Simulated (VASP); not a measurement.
An input for Quantum ESPRESSO's pw.x (written as the equivalent of a VASP run, and not itself run):

```
&CONTROL
  calculation = 'vc-relax'
  pseudo_dir = './pseudo'
  outdir = './out'
  tprnfor = .true.
  tstress = .true.
  nstep = 60
  forc_conv_thr = 0.00039
/
&SYSTEM
  ibrav = 0
  nat = 2
  ntyp = 2
  ecutwfc = 84
  occupations = 'smearing'
  smearing = 'gaussian'
  degauss = 0.003675
  input_dft = 'pbesol'
/
&ELECTRONS
  conv_thr = 7.3e-08
  electron_maxstep = 100
/
&IONS
/
&CELL
/
ATOMIC_SPECIES
  Y 88.906 Y.upf
  N 14.007 N.upf
CELL_PARAMETERS angstrom
     0.0000000    2.4400000    2.4400000
     2.4400000    0.0000000    2.4400000
     2.4400000    2.4400000    0.0000000
ATOMIC_POSITIONS crystal
  Y    0.0000000  0.0000000  0.0000000
  N    0.5000000  0.5000000  0.5000000
K_POINTS automatic
  8 8 8 0 0 0
```

**Question.** Write the VASP files for the same calculation (PBEsol).

**Answer.** Several could match; the one computed here: 
### INCAR
```
ALGO = Normal
EDIFF = 1E-6
EDIFFG = -0.01
ENCUT = 530
GGA = PS
IBRION = 2
ISIF = 3
ISMEAR = 0
LASPH = .TRUE.
LCHARG = .FALSE.
LMAXMIX = 4
LREAL = .FALSE.
LWAVE = .FALSE.
NELM = 100
NSW = 60
PREC = Accurate
SIGMA = 0.05
SYSTEM = YN
```

File KPOINTS:
```
Automatic mesh
0
Gamma
8 8 8
0 0 0
```

POSCAR:
```
YN
1
    0.0000000000     2.4400000000     2.4400000000
    2.4400000000     0.0000000000     2.4400000000
    2.4400000000     2.4400000000     0.0000000000
Y N
1 1
Direct
  0.0000000000   0.0000000000   0.0000000000
  0.5000000000   0.5000000000   0.5000000000
```

POTCAR, in this order: Y_sv N (PBE.64 set). Program: vasp_std.

Limits of the translation: the potentials are each code's own (VASP's PAW set, PseudoDojo norm-conserving files in pw.x), so ENCUT and ecutwfc are chosen apart and not converted; conv_thr bounds pw.x's estimated SCF error, while EDIFF bounds the energy change between steps; forc_conv_thr acts on force components and is met together with etot_conv_thr.

The compound is YN in the rock salt structure. This run relaxes it. Symmetry was kept, so distortions that lower it aren't found.
